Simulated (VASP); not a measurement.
An input for Quantum ESPRESSO's pw.x (written as the equivalent of a VASP run, and not itself run):

```
&CONTROL
  calculation = 'scf'
  pseudo_dir = './pseudo'
  outdir = './out'
  tprnfor = .true.
  tstress = .true.
/
&SYSTEM
  ibrav = 0
  nat = 4
  ntyp = 2
  ecutwfc = 70
  occupations = 'tetrahedra'
  input_dft = 'pbe'
/
&ELECTRONS
  conv_thr = 7.3e-09
  electron_maxstep = 100
/
ATOMIC_SPECIES
  Tl 204.380 Tl.upf
  I 126.904 I.upf
CELL_PARAMETERS angstrom
     5.6125473   -0.0000000    0.0000000
    -2.8062737    4.8606080   -0.0000000
     0.0000000    0.0000000    9.1216067
ATOMIC_POSITIONS crystal
  Tl   0.3333330  0.6666670  0.0001247
  Tl   0.6666670  0.3333330  0.5001247
  I    0.3333330  0.6666670  0.3748753
  I    0.6666670  0.3333330  0.8748753
K_POINTS automatic
  5 5 3 0 0 0
```

Task: Translate this input to VASP (INCAR, KPOINTS, POSCAR, choice of POTCAR).

Result: One answer among several that fit: 
### INCAR
```
! general
SYSTEM  = TlI
PREC    = Accurate
ENCUT   = 400   ! plane-wave cut-off (eV)
LREAL   = .FALSE.
LASPH   = .TRUE.   ! aspherical one-centre terms

! electronic loop
EDIFF   = 1E-7   ! SCF stop (eV)
NELM    = 100
ALGO    = Normal   ! blocked Davidson
LMAXMIX = 4   ! l cut-off of mixed one-centre charges

! smearing
ISMEAR  = -5

! functional
GGA     = PE

! ions
ISIF    = 2

! output
LWAVE   = .FALSE.
LCHARG  = .TRUE.
LORBIT  = 11   ! lm-projected
NEDOS   = 601   ! DOS grid

! other
LEFG    = .TRUE.
```

File KPOINTS:
```
Automatic mesh
0
Gamma
5 5 3
0 0 0
```

File POSCAR:
```
TlI
1.0
  5.6125473258   0.0000000000   0.0000000000
 -2.8062736629   4.8606080152   0.0000000000
  0.0000000000   0.0000000000   9.1216066679
Tl I
2 2
direct
  0.3333330000   0.6666670000   0.0001247409
  0.6666670000   0.3333330000   0.5001247409
  0.3333330000   0.6666670000   0.3748752591
  0.6666670000   0.3333330000   0.8748752591
```

POTCAR, in this order: Tl_d I (PBE.64 set). Program: vasp_std.

Limits of the translation: the potentials are each code's own (VASP's PAW set, PseudoDojo norm-conserving files in pw.x), so ENCUT and ecutwfc are chosen apart and not converted; conv_thr bounds pw.x's estimated SCF error, while EDIFF bounds the energy change between steps; the field gradients of LEFG aren't asked of the other code.

The structure was generated: TlI was put into the wurtzite type (P6_3mc), which need not be its known phase. It was relaxed first, which changed the volume by +76 %.
